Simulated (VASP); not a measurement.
Data:

```
CdF2
1.0
    0.00000     2.70735     2.70735
    2.70735     0.00000     2.70735
    2.70735     2.70735     0.00000
Cd F
1 2
Cartesian
  0.00000   0.00000   0.00000
  1.35367   1.35367   1.35367
  4.06102   4.06102   4.06102
```

The numbers are results of vdW-DF-cx, VASP's PBE PAW potentials (set 64) (plane waves; VASP 6.6.1), not measurements. Numerical set-up: 520 eV cut-off, Gaussian smearing of 0.050 eV, potentials Cd F.

Q: Give the energies of bands 3 to 14 at the high-symmetry points, in eV from the valence-band maximum.

A: 
| band | Γ | X | U | L | W |
|---|---|---|---|---|---|
| 3 | -5.56 | -5.35 | -5.15 | -5.23 | -5.00 |
| 4 | -5.56 | -4.64 | -4.76 | -5.23 | -4.65 |
| 5 | -5.56 | -4.64 | -4.47 | -4.34 | -4.63 |
| 6 | -4.41 | -4.29 | -4.46 | -4.34 | -4.49 |
| 7 | -4.41 | -4.12 | -4.36 | -4.15 | -4.49 |
| 8 | -0.94 | -3.08 | -3.35 | -2.73 | -3.45 |
| 9 | -0.94 | -2.90 | -2.48 | -2.22 | -2.56 |
| 10 | -0.94 | -2.90 | -2.29 | -1.79 | -1.50 |
| 11 | -0.51 | -0.47 | -0.92 | -1.79 | -1.50 |
| 12 | -0.51 | -0.09 | -0.33 | -0.40 | -0.57 |
| 13 | -0.51 | -0.09 | -0.20 | -0.40 | 0.00 |
| 14 | 2.98 | 7.81 | 7.77 | 7.01 | 7.88 |

The gap is indirect, 2.99 eV, from the valence maximum at W to the conduction minimum at Γ.

Measured: gap 7.80 eV (computed value off by -4.81 eV), as given by Giancarlo Cappellini et al., Physical Review B (2013), arXiv:1302.2571.

The compound is CdF2 in the fluorite structure. It was relaxed first.
